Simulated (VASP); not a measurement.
CsP2H3N, 28 atoms in the cell. The typed cell holds 28 atoms: a = 6.837 Å, b = 12.831 Å, c = 6.791 Å, α = 90.00°, β = 106.18°, γ = 90.00°. 

```yaml
Program: VASP 6.6.1
Task: single point
Functional: PBEsol
Potentials_or_basis: VASP PAW PBE potentials, release 64 (Cs_sv, H, P, N)
Cutoff: 520 eV
k_mesh: 2 × 1 × 2
Occupations: fermi-dirac, width 0.05 eV
Spin: no spin polarisation
Dipole_correction: no
Further_INCAR_settings: LREAL = Auto; ALGO = Fast; EDIFF = 1e-06; NBANDS = 74
```

Potentials or basis: VASP PAW PBE potentials, release 64 (Cs_sv, H, P, N).

Command:

```console
$ cat potpaw_PBE.64/Cs_sv/POTCAR potpaw_PBE.64/H/POTCAR potpaw_PBE.64/P/POTCAR potpaw_PBE.64/N/POTCAR > POTCAR
$ mpirun -np 1 vasp_std > vasp.out
```

Hardware: 1 thread of Intel(R) Xeon(R) 6975P-C (Granite Rapids) (shared host).

Q: How long does it take, and how much memory?

A: It took 3.3 min on 1 thread of Intel(R) Xeon(R) 6975P-C (Granite Rapids), with other jobs on the host, peak memory 0.66 GiB. Counts: scf iterations 17, k points 4.
